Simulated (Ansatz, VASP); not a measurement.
## Cross-check of Ti8C5 (Ti8C5 (R-3m)) between VASP and Ansatz

Aim: how closely do two programs agree when they are given the same cell, functional and k mesh? The cell is taken from a series of runs on this material, whose earlier steps may have relaxed, scaled, displaced or heated it; both programs get it as it stands.

Method: plane waves, with VASP 6.6.1 beside it; relaxation of cell and atoms at r2SCAN, in Ansatz 0.2.0.

**1. Starting point**

Symmetry: R-3m, No. 166, trigonal system. Conventional cell: a = 6.128 Å, b = 6.128 Å, c = 14.840 Å, α = 90.00°, β = 90.00°, γ = 120.00°. Nearest to Ti lie 4 C at 2.10 to 2.16 Å. Nearest to Ti lie 3 C at 2.11 Å. Nearest to C lie 6 Ti at 2.10 to 2.11 Å. Nearest to C lie 6 Ti at 2.16 Å. Nearest to C lie 6 Ti at 2.16 Å. Farther neighbours are not listed.

Coordinates:

```xyz
13
Lattice="3.0642 1.7691 4.9466 -3.0642 1.7691 4.9466 0.0000 -3.5382 4.9466" Properties=species:S:1:pos:R:3 pbc="T T T"
Ti   -1.5734    0.9084    6.2453
Ti    0.0000   -1.8168    6.2453
Ti    1.5734    0.9084    6.2453
Ti   -1.5734   -0.9084    8.5944
Ti    1.5734   -0.9084    8.5944
Ti    0.0000    1.8168    8.5944
Ti    0.0000    0.0000    3.6296
Ti    0.0000    0.0000   11.2101
C     0.0000    1.7691   12.3664
C     1.5321    0.8846    2.4733
C    -1.5321    0.8846    2.4733
C     0.0000    0.0000    7.4199
C     0.0000    0.0000    0.0000
```

**2. VASP: relaxation of cell and atoms, r2SCAN**

The relaxed volume is the usual yardstick between codes: in a stiff, nearly cubic crystal its relative difference is about their pressure difference at one cell divided by the bulk modulus.

Lines of VASP's logs that name or quote its potential files are left out, and so is its time.

The input, INCAR:

```
SYSTEM = Ti8C5
PREC = Accurate
ENCUT = 660
EDIFF = 1E-07
NELM = 120
ISMEAR = -1
SIGMA = 0.05
LREAL = .FALSE.
ALGO = Normal
METAGGA = R2SCAN
LASPH = .TRUE.
NBANDS = 71
LORBIT = 11
LWAVE = .FALSE.
LCHARG = .FALSE.
ISIF = 3
IBRION = 2
NSW = 80
EDIFFG = -0.005
GGA_COMPAT = .FALSE.
NELMIN = 4
LMIXTAU = .TRUE.
KPAR = 4
```

The input, POSCAR:

```
Ti8C5
1.0
    3.0642020000      1.7691180000      4.9465680000
   -3.0642020000      1.7691180000      4.9465680000
    0.0000000000     -3.5382360000      4.9465680000
Ti C
8 5
Direct
    0.2496882345      0.7631716798      0.2496881796
    0.2496882738      0.2496882738      0.7631715463
    0.7631716798      0.2496882345      0.2496881796
    0.2368282528      0.7503116981      0.7503117530
    0.7503116981      0.2368282528      0.7503117530
    0.7503116588      0.7503116588      0.2368283863
    0.2445857411      0.2445857411      0.2445857411
    0.7554141915      0.7554141915      0.7554141915
    0.9999999326      0.9999999326      0.4999999326
    0.5000000000      0.0000000000      0.0000000000
    0.0000000000      0.5000000000      0.0000000000
    0.5000000000      0.5000000000      0.5000000000
    0.0000000000      0.0000000000      0.0000000000
```

The input, KPOINTS:

```
Automatic mesh
0
Gamma
8 8 8
0 0 0
```

The projector-augmented-wave data sets are Ti_sv and C (PBE family, release 64).

Command:

```bash
mpirun -np 4 vasp_std
```

Numbers of over 12 decimals in the logs are rounded to 6 here.

What it wrote:

```text
[banner, memory and clock lines left out]
running    4 mpi-ranks, on    1 nodes
 distrk:  each k-point on    1 cores,    4 groups
 distr:  one band on    1 cores,    1 groups

 POSCAR found type information on POSCAR TiC
 POSCAR found :  2 types and      13 ions
|                                                                             |
|               ----> ADVICE to this user running VASP <----                  |
|                                                                             |
|     You enforced a specific xc type in the INCAR file but a different       |
|     [... a line on the potential file left out ...]
|     I HOPE YOU KNOW WHAT YOU ARE DOING!                                     |
|                                                                             |

 LDA part: xc-table for (None), standard interpolation
 POSCAR, INCAR and KPOINTS ok, starting setup
 FFT: planning ... GRIDC
 FFT: planning ... GRID_SOFT
 FFT: planning ... GRID
 WAVECAR not read
 entering main loop
       N       E                     dE             d eps       ncg     rms          rms(c)
DAV:   1     0.189063418575E+04    0.18906E+04   -0.65711E+04  9230   0.242E+03
DAV:   2     0.120923296125E+03   -0.17697E+04   -0.17282E+04  9230   0.729E+02
DAV:   3    -0.183941502764E+03   -0.30486E+03   -0.29581E+03 13186   0.247E+02
DAV:   4    -0.223834176220E+03   -0.39893E+02   -0.39637E+02 13404   0.842E+01
DAV:   5    -0.227304007743E+03   -0.34698E+01   -0.34658E+01 14572   0.208E+01    0.470E+01
DAV:   6    -0.168307101908E+03    0.58997E+02   -0.27267E+02 12292   0.968E+01    0.114E+01
DAV:   7    -0.161510473514E+03    0.67966E+01   -0.25248E+01 13044   0.243E+01    0.595E+00
DAV:   8    -0.164193390177E+03   -0.26829E+01   -0.58399E+00 12781   0.119E+01    0.563E+00
DAV:   9    -0.163707956897E+03    0.48543E+00   -0.13034E+00 12805   0.664E+00    0.306E+00
DAV:  10    -0.164285092204E+03   -0.57714E+00   -0.13653E+00 10628   0.646E+00    0.119E+00
DAV:  11    -0.164351028501E+03   -0.65936E-01   -0.41390E-01 12596   0.300E+00    0.720E-01
DAV:  12    -0.164411414412E+03   -0.60386E-01   -0.57248E-02 10636   0.108E+00    0.406E-01
DAV:  13    -0.164419969844E+03   -0.85554E-02   -0.54332E-03 12468   0.361E-01    0.170E-01
DAV:  14    -0.164423156544E+03   -0.31867E-02   -0.42983E-03 11148   0.368E-01    0.725E-02
DAV:  15    -0.164423320761E+03   -0.16422E-03   -0.53751E-04 12844   0.129E-01    0.500E-02
DAV:  16    -0.164423184025E+03    0.13674E-03   -0.19601E-04 12948   0.552E-02    0.259E-02
DAV:  17    -0.164423373923E+03   -0.18990E-03   -0.12411E-04 12508   0.557E-02    0.130E-02
DAV:  18    -0.164423384580E+03   -0.10656E-04   -0.60369E-05 12572   0.366E-02    0.954E-03
DAV:  19    -0.164423386369E+03   -0.17893E-05   -0.45428E-06 12828   0.120E-02    0.598E-03
DAV:  20    -0.164423386766E+03   -0.39739E-06   -0.40670E-07  8172   0.428E-03    0.499E-03
DAV:  21    -0.164423387253E+03   -0.48674E-06   -0.12733E-06 10228   0.526E-03    0.828E-04
DAV:  22    -0.164423387401E+03   -0.14823E-06   -0.18501E-07  7236   0.270E-03    0.624E-04
DAV:  23    -0.164423387455E+03   -0.53651E-07   -0.57888E-08  5980   0.192E-03
   1 F= -.16442339E+03 E0= -.16440361E+03  d E =-.164423E+03
[...]
2 F= -.16442387E+03 E0= -.16440406E+03  d E =-.477588E-03
[...]
3 F= -.16442390E+03 E0= -.16440408E+03  d E =-.513708E-03
[...]
4 F= -.16442390E+03 E0= -.16440408E+03  d E =-.513955E-03
[...]
5 F= -.16442391E+03 E0= -.16440409E+03  d E =-.877833E-05
[...]
6 F= -.16442392E+03 E0= -.16440409E+03  d E =-.152312E-04
 curvature:  -0.36 expect dE=-0.859E-05 dE for cont linesearch -0.613E-10
 trial: gam= 0.44329 g(F)=  0.929E-05 g(S)=  0.147E-04 ort =-0.980E-07 (trialstep = 0.982E+00)
 search vector abs. value=  0.349E-04
 bond charge predicted
       N       E                     dE             d eps       ncg     rms          rms(c)
DAV:   1    -0.164423783131E+03    0.13347E-03   -0.68492E-03 10734   0.104E+00    0.449E-02
DAV:   2    -0.164423926563E+03   -0.14343E-03   -0.18296E-03 10374   0.244E-01    0.310E-02
DAV:   3    -0.164423923599E+03    0.29637E-05   -0.13472E-04 12967   0.854E-02    0.164E-02
DAV:   4    -0.164423922431E+03    0.11684E-05   -0.31736E-05 13260   0.443E-02    0.892E-03
DAV:   5    -0.164423922353E+03    0.77967E-07   -0.11601E-05 12477   0.320E-02    0.325E-03
DAV:   6    -0.164423924053E+03   -0.17002E-05   -0.27574E-06 13062   0.108E-02    0.234E-03
DAV:   7    -0.164423924933E+03   -0.87958E-06   -0.96556E-07 11524   0.537E-03    0.188E-03
DAV:   8    -0.164423925648E+03   -0.71586E-06   -0.81785E-08  5980   0.202E-03    0.898E-04
DAV:   9    -0.164423926215E+03   -0.56612E-06   -0.33418E-07  8598   0.200E-03    0.520E-04
DAV:  10    -0.164423926303E+03   -0.88063E-07   -0.54992E-08  5875   0.138E-03
   7 F= -.16442393E+03 E0= -.16440413E+03  d E =-.966178E-05
 trial-energy change:   -0.000010  1 .order   -0.000010   -0.000023    0.000003
 step:   0.8614(harm=  0.8783)  dis= 0.00053  next Energy=  -164.423926 (dE=-0.983E-05)
 reached required accuracy - stopping structural energy minimisation
```

From OUTCAR (step 2):

```text
ion  position               nearest neighbor table
   1  0.250  0.763  0.250-   9 2.10  10 2.10  13 2.16  12 2.16   7 2.90
   2  0.250  0.250  0.763-  10 2.10  11 2.10  13 2.16  12 2.16   7 2.90
   3  0.763  0.250  0.250-   9 2.10  11 2.10  13 2.16  12 2.16   7 2.90
   4  0.237  0.750  0.750-  11 2.10   9 2.10  13 2.16  12 2.16   8 2.90
   5  0.750  0.237  0.750-  10 2.10   9 2.10  13 2.16  12 2.16   8 2.90
   6  0.750  0.750  0.237-  10 2.10  11 2.10  13 2.16  12 2.16   8 2.90
   7  0.245  0.245  0.245-  10 2.11  11 2.11   9 2.11   3 2.90   1 2.90   2 2.90
   8  0.755  0.755  0.755-   9 2.11  10 2.11  11 2.11   5 2.90   4 2.90   6 2.90
   9  1.000  1.000  0.500-   1 2.10   3 2.10   4 2.10   5 2.10   8 2.11   7 2.11
  10  0.500  0.000  0.000-   5 2.10   6 2.10   1 2.10   2 2.10   7 2.11   8 2.11
  11  0.000  0.500  0.000-   4 2.10   6 2.10   3 2.10   2 2.10   7 2.11   8 2.11
  12  0.500  0.500  0.500-   6 2.16   5 2.16   4 2.16   2 2.16   3 2.16   1 2.16
  13  0.000  0.000  0.000-   1 2.16   3 2.16   4 2.16   5 2.16   2 2.16   6 2.16

  LATTYP: Found a trigonal (rhomboedric) cell.
 ALAT       =     6.0817471972
 COS(alpha) =     0.4922988858

 Subroutine GETGRP returns: Found 12 space group operations
 (whereof 12 operations were pure point group operations)

The static configuration has the point symmetry D_3d.

 Found     65 irreducible k-points:

   k-points           NKPTS =     65   k-points in BZ     NKDIM =     65   number of bands    NBANDS=     71

   dimension x,y,z NGX =    54 NGY =   54 NGZ =   54
   dimension x,y,z NGXF=   108 NGYF=  108 NGZF=  108

   ENCUT  =  660.0 eV  48.51 Ry    6.96 a.u.  12.74 12.74 12.74*2*pi/ulx,y,z

   NELECT =     116.0000    total number of electrons

 k-points in reciprocal lattice and weights: Automatic mesh
   0.00000000  0.00000000  0.00000000       0.002
   0.12500000  0.00000000  0.00000000       0.012
   0.25000000  0.00000000  0.00000000       0.012
   0.37500000  0.00000000  0.00000000       0.012
   0.50000000  0.00000000  0.00000000       0.006
   0.12500000  0.12500000  0.00000000       0.012
   0.25000000  0.12500000  0.00000000       0.023
   0.37500000  0.12500000  0.00000000       0.023
   0.50000000  0.12500000  0.00000000       0.023
[...]
-0.37500000  0.50000000  0.37500000       0.012
   0.50000000  0.50000000  0.50000000       0.002

 average (electrostatic) potential at core
       1 -76.6463       2 -76.6463       3 -76.6463       4 -76.6463       5 -76.6463
       6 -76.6463       7 -76.7882       8 -76.7883       9 -47.2141      10 -47.2141
      11 -47.2141      12 -47.1522      13 -47.1246

 E-fermi :   8.5357

 k-point     1 :       0.0000    0.0000    0.0000
  band No.  band energies     occupation
    ...
     54       7.0014      2.00000
     55       7.4143      2.00000
     56       7.4143      2.00000
     57       7.6838      2.00000
     58       7.6838      2.00000
     59       9.3516      0.00000
     60       9.3516      0.00000
     61       9.5335      0.00000
     62      10.4953      0.00000
     63      10.4953      0.00000
    ...

 k-point     2 :       0.1250    0.0000    0.0000
  band No.  band energies     occupation
    ...
     54       7.1063      2.00000
     55       7.3549      2.00000
     56       7.6300      2.00000
     57       7.7352      2.00000
     58       7.7440      2.00000
     59       9.2765      0.00000
     60       9.3908      0.00000
     61       9.5559      0.00000
     62      10.2412      0.00000
     63      10.3693      0.00000
    ...

 k-point     3 :       0.2500    0.0000    0.0000
  band No.  band energies     occupation
    ...
     54       7.2775      2.00000
     55       7.4289      2.00000
     56       7.8260      2.00000
     57       7.8640      2.00000
     58       8.0013      1.99995
     59       9.0580      0.00006
     60       9.4685      0.00000
     61       9.5694      0.00000
     62       9.8843      0.00000
     63      10.0972      0.00000
    ...

  Total       -0.0016710     -0.0016710      0.0108085      0.0000000      0.0000000      0.0000000
  in kB       -0.0166244     -0.0166244      0.1075320      0.0000000      0.0000000      0.0000000
  external PRESSURE =       0.0247611 kB  Pullay stress =       0.0000000 kB

  energy-cutoff  :      660.00
  volume of cell :      161.04
      direct lattice vectors                 reciprocal lattice vectors
     3.063355112  1.768629049  4.953958450     0.163219732  0.094234948  0.067286259
    -3.063355112  1.768629049  4.953958450    -0.163219732  0.094234948  0.067286259
     0.000000000 -3.537258097  4.953958450     0.000000000 -0.188469896  0.067286259

 POSITION                                       TOTAL-FORCE (eV/Angst)
 -----------------------------------------------------------------------------------
     -1.57288      0.90810      6.25557        -0.001563      0.000903     -0.002375
      0.00000     -1.81620      6.25557         0.000000     -0.001805     -0.002375
      1.57288      0.90810      6.25557         0.001563      0.000903     -0.002375
     -1.57288     -0.90810      8.60630        -0.001563     -0.000903      0.002375
      1.57288     -0.90810      8.60630         0.001563     -0.000903      0.002375
      0.00000      1.81620      8.60630         0.000000      0.001805      0.002375
      0.00000      0.00000      3.63053         0.000000     -0.000000      0.000825
      0.00000      0.00000     11.23135         0.000000     -0.000000     -0.000825
      0.00000      1.76863     12.38490         0.000000     -0.000000     -0.000000
      1.53168      0.88431      2.47698         0.000000     -0.000000     -0.000000
     -1.53168      0.88431      2.47698         0.000000     -0.000000     -0.000000
      0.00000      0.00000      7.43094         0.000000     -0.000000     -0.000000
      0.00000     -0.00000      0.00000         0.000000     -0.000000     -0.000000
 -----------------------------------------------------------------------------------
    total drift:                               -0.000000      0.000033      0.007688

  FREE ENERGIE OF THE ION-ELECTRON SYSTEM (eV)
  ---------------------------------------------------
  free  energy   TOTEN  =      -164.4239263026 eV

  energy  without entropy=     -164.3843296348  energy(sigma->0) =     -164.40412797

 reached required accuracy - stopping structural energy minimisation

 total charge
# of ion       s       p       d       tot
------------------------------------------
    1        2.201   6.224   1.889  10.314
    2        2.201   6.224   1.889  10.314
    3        2.201   6.224   1.889  10.314
    4        2.201   6.224   1.889  10.314
    5        2.201   6.224   1.889  10.314
    6        2.201   6.224   1.889  10.314
    7        2.205   6.202   1.867  10.273
    8        2.205   6.202   1.867  10.273
    9        0.911   1.564   0.000   2.474
   10        0.911   1.564   0.000   2.474
   11        0.911   1.564   0.000   2.474
   12        0.902   1.515   0.000   2.417
   13        0.903   1.520   0.000   2.423
--------------------------------------------------
tot         22.153  57.473  15.065  94.691

[... 3 further parts left out ...]
```

CONTCAR:

```
Ti8C5
   1.00000000000000
     3.0633551116418398    1.7686290486536733    4.9539584503042864
    -3.0633551116418398    1.7686290486536733    4.9539584503042864
     0.0000000000000000   -3.5372580973073466    4.9539584503042864
  Ti              C
     8     5
Direct
     0.2497644151122418    0.7632133800343004    0.2497643602122420
     0.2497644544122392    0.2497644544122392    0.7632132465342990
     0.7632133800343004    0.2497644151122418    0.2497643602122420
     0.2367865525657046    0.7502355174877563    0.7502355723877560
     0.7502355174877563    0.2367865525657046    0.7502355723877560
     0.7502354781877588    0.7502354781877588    0.2367866860656991
     0.2442844978747708    0.2442844978747708    0.2442844978747708
     0.7557154347252343    0.7557154347252343    0.7557154347252343
     0.9999999325999980    0.9999999325999980    0.4999999325999980
     0.5000000000000000    0.0000000000000000    0.0000000000000000
     0.0000000000000000    0.5000000000000000    0.0000000000000000
     0.5000000000000000    0.5000000000000000    0.5000000000000000
     0.0000000000000000    0.0000000000000000    0.0000000000000000
```

(Part 1 of 2 ends here.)

[Lines on the potential files, build, host, timing and source positions are cut from VASP's logs without a mark.]

[Logs are printed without paths, hosts, clocks, repeated set-up lines and the standing remarks that a program may print on its own settings, such as how far it seeks lower states.]

[Hosts, paths, dates, database ids (printed as entryN), source tags and the programs' standing remarks are cut or masked in the printed files.]
